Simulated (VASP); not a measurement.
Output of a VASP run:

**OSZICAR**
```
       N       E                     dE             d eps       ncg     rms          rms(c)
DAV:   1     0.465985612753E+02    0.46599E+02   -0.76293E+03   720   0.120E+03
DAV:   2    -0.244137558337E+02   -0.71012E+02   -0.65353E+02  1032   0.196E+02
DAV:   3    -0.276644832706E+02   -0.32507E+01   -0.32364E+01   956   0.429E+01
DAV:   4    -0.277051000145E+02   -0.40617E-01   -0.40582E-01   888   0.563E+00
DAV:   5    -0.277058624072E+02   -0.76239E-03   -0.76225E-03   940   0.745E-01    0.123E+01
DAV:   6    -0.231027726880E+02    0.46031E+01   -0.15572E+01   880   0.258E+01    0.455E+00
DAV:   7    -0.231432573620E+02   -0.40485E-01   -0.12408E+00   928   0.760E+00    0.252E+00
DAV:   8    -0.231606405940E+02   -0.17383E-01   -0.99068E-02   796   0.281E+00    0.548E-01
DAV:   9    -0.231617653916E+02   -0.11248E-02   -0.10942E-02   912   0.935E-01    0.232E-01
DAV:  10    -0.231617065375E+02    0.58854E-04   -0.33105E-03   848   0.403E-01    0.659E-02
DAV:  11    -0.231617803532E+02   -0.73816E-04   -0.24573E-04   844   0.164E-01    0.412E-02
DAV:  12    -0.231617835824E+02   -0.32292E-05   -0.15322E-05   888   0.351E-02    0.134E-02
DAV:  13    -0.231617851141E+02   -0.15318E-05   -0.31674E-06   828   0.114E-02    0.139E-03
DAV:  14    -0.231617854143E+02   -0.30016E-06   -0.23363E-07   460   0.429E-03
   1 F= -.23161785E+02 E0= -.23161785E+02  d E =-.231618E+02
       N       E                     dE             d eps       ncg     rms          rms(c)
DAV:   1    -0.232489782654E+02   -0.87193E-01   -0.34695E+00   848   0.162E+01    0.196E+00
DAV:   2    -0.231890857385E+02    0.59893E-01   -0.11680E-01   832   0.266E+00    0.968E-01
DAV:   3    -0.231746694722E+02    0.14416E-01   -0.34085E-02   892   0.120E+00    0.262E-01
DAV:   4    -0.231727351039E+02    0.19344E-02   -0.80937E-03   872   0.581E-01    0.105E-01
DAV:   5    -0.231724423000E+02    0.29280E-03   -0.10967E-03   876   0.222E-01    0.462E-02
DAV:   6    -0.231724394284E+02    0.28716E-05   -0.74567E-05   888   0.722E-02    0.124E-02
DAV:   7    -0.231724372874E+02    0.21411E-05   -0.40921E-06   864   0.148E-02    0.615E-03
DAV:   8    -0.231724380316E+02   -0.74426E-06   -0.19235E-06   484   0.973E-03
   2 F= -.23172438E+02 E0= -.23172438E+02  d E =-.106526E-01
       N       E                     dE             d eps       ncg     rms          rms(c)
DAV:   1    -0.232350392271E+02   -0.62602E-01   -0.83608E-01   832   0.817E+00    0.970E-01
DAV:   2    -0.232206431974E+02    0.14396E-01   -0.33997E-02   860   0.138E+00    0.463E-01
DAV:   3    -0.232174592832E+02    0.31839E-02   -0.66996E-03   864   0.546E-01    0.129E-01
DAV:   4    -0.232170092480E+02    0.45004E-03   -0.11889E-03   856   0.231E-01    0.408E-02
DAV:   5    -0.232169878038E+02    0.21444E-04   -0.89243E-05   860   0.688E-02    0.280E-02
DAV:   6    -0.232169965558E+02   -0.87520E-05   -0.17637E-05   852   0.343E-02    0.808E-03
DAV:   7    -0.232169940465E+02    0.25093E-05   -0.36798E-06   768   0.133E-02    0.231E-03
DAV:   8    -0.232169934144E+02    0.63217E-06   -0.32473E-07   420   0.437E-03
   3 F= -.23216993E+02 E0= -.23216993E+02  d E =-.552080E-01
```

File OUTCAR:
```
------------------------ aborting loop because EDIFF is reached ----------------------------------------
  FORCE on cell =-STRESS in cart. coord.  units (eV):
  Direction    XX          YY          ZZ          XY          YZ          ZX
  --------------------------------------------------------------------------------------
  Total       -0.0446188     -0.0446188      0.0479918      0.0000000      0.0000000      0.0000000
  in kB       -1.6484275     -1.6484272      1.7730418      0.0000000      0.0000000      0.0000000
  external PRESSURE =      -0.5079377 kB  Pullay stress =       0.0000000 kB
  volume of cell :       43.37
      direct lattice vectors                 reciprocal lattice vectors
     1.561765493 -2.705056930  0.000000000     0.320150498 -0.184838993  0.000000000
     1.561765493  2.705056930  0.000000000     0.320150498  0.184838993  0.000000000
     0.000000000  0.000000000  5.132589211     0.000000000  0.000000000  0.194833438
  FREE ENERGIE OF THE ION-ELECTRON SYSTEM (eV)
  ---------------------------------------------------
  free  energy   TOTEN  =       -23.2169934144 eV

  energy  without entropy=      -23.2169934144  energy(sigma->0) =      -23.21699341

 reached required accuracy - stopping structural energy minimisation
```
(Selected blocks of OUTCAR.)

POSCAR:
```
SiC
1
    1.5385284524    -2.6648092055     0.0000000000
    1.5385284524     2.6648092055     0.0000000000
    0.0000000000     0.0000000000     5.0519806083
Si C
2 2
Direct
  0.6666670000   0.3333330000   0.4996384767
  0.3333330000   0.6666670000   0.9996384767
  0.6666670000   0.3333330000   0.8753615233
  0.3333330000   0.6666670000   0.3753615233
```

Question: Reconstruct the remaining input files.

Answer: This is not unique; one that fits is the input of the run itself, vdW-DF2, plane waves, VASP's PBE PAW potentials (set 64).

**KPOINTS**
```
Automatic mesh
0
Gamma
8 8 4
0 0 0
```

### INCAR
```
AGGAC = 0.0
ALGO = Normal
EDIFF = 1E-6
EDIFFG = -0.02
ENCUT = 520
GGA = ML
IBRION = 2
ISIF = 3
ISMEAR = 0
LASPH = .TRUE.
LCHARG = .FALSE.
LREAL = .FALSE.
LUSE_VDW = .TRUE.
LWAVE = .FALSE.
NELM = 100
NSW = 60
PREC = Accurate
SIGMA = 0.05
SYSTEM = SiC
ZAB_VDW = -1.8867
```

POTCAR, in this order: Si C (PBE.64 set). Program: vasp_std.

Energy and stress use the plane-wave basis of the starting cell.

The compound is SiC in the wurtzite structure, the rare 2H polytype. This run relaxes it. Symmetry was kept, so distortions that lower it aren't found. The start is the result of an earlier pass.
